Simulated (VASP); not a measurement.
Write the native input for VASP 6.6.1 that does the following.

```
Task                   : relaxation of cell and atoms
Functional             : LDA
Potentials or basis    : VASP PAW LDA potentials, release 64 (V_sv)
Cutoff                 : 600 eV
k mesh                 : 18 × 18 × 10
Occupations            : gaussian, width 0.1 eV
Spin                   : no spin polarisation
Further INCAR settings : ALGO = Fast; EDIFF = 1e-07; IBRION = 2; EDIFFG = -0.005; NSW = 90; ISIF = 3
```

The structure of V lies in POSCAR:

```
V
1.0
    2.6923490400      0.0000000000      0.0000000000
   -1.3461745200      2.3316426600      0.0000000000
    0.0000000000      0.0000000000      4.3966059800
V
2
Direct
    0.3333333300      0.6666666700      0.2500000000
    0.6666666700      0.3333333300      0.7500000000
```

This isn't the form of V at room conditions, which is bcc.

These files were run (other wordings do the same):

INCAR

```
SYSTEM = V
PREC = Accurate
ENCUT = 600
EDIFF = 1E-7
ISMEAR = 0
SIGMA = 0.1
LREAL = .False.
LASPH = .True.
NELM = 80
ALGO = Fast
ISIF = 3
LWAVE = .False.
LCHARG = .False.
IBRION = 2
NSW = 90
EDIFFG = -0.005
```

KPOINTS

```
regular mesh
0
Gamma
  18 18 10
  0 0 0
```

Potentials or basis: VASP PAW LDA potentials, release 64 (V_sv).

Launch:

```bash
$ cat potpaw_LDA.64/V_sv/POTCAR > POTCAR
$ mpirun -np 1 vasp_std > vasp.out
```

It gave:

The relaxed volume is 12.91 Å³/atom, the relaxed cell is a = 2.538 Å, b = 2.538 Å, c = 4.629 Å, α = 90.00°, β = 90.00°, γ = 120.00° and the space group after relaxing (to 0.05 Å) is P6_3/mmc (No. 194). The energy gained by relaxing is 74.5 meV/atom and the ionic steps are 10. The pressure after relaxing is 0.0 GPa. The band gap on the k mesh is none (metal or under the smearing width).

Wall time 10 min on 1 thread of Intel(R) Xeon(R) Platinum 8488C (Sapphire Rapids), with other jobs on the host, peak memory 0.24 GiB.
